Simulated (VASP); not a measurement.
The system is BCl3, in a box.

```xyz
4
Lattice="13.1339 0.0000 0.0000 0.0000 13.6339 0.0000 0.0000 0.0000 14.1339" Properties=species:S:1:pos:R:3 pbc="T T T"
B     6.5667    6.8671    7.0671
Cl    5.5383    5.6405    6.3746
Cl    7.0296    6.7712    8.7458
Cl    7.1332    8.1891    6.0804
```

Base run:

| Item | Value |
| --- | --- |
| Program | VASP 6.6.1 |
| Functional | RPBE |
| Potentials or basis | VASP PAW PBE potentials, release 64 (B, Cl) |
| Cutoff | 400 eV |
| k mesh | 1 × 1 × 1 |
| Occupations | gaussian, width 0.01 eV |
| Spin | no spin polarisation |

Its results: gap between the frontier levels 5.04 eV; largest force 0.252 eV/Å.

**Question.** The run is repeated on the same cell with these changes: functional from RPBE to PBE. What comes out?

**Answer.** Gap between the frontier levels 4.98 eV; largest force 0.017 eV/Å.

Caveats: the PAW data sets were made with another functional, which shifts forces and pressure a little (some runs).

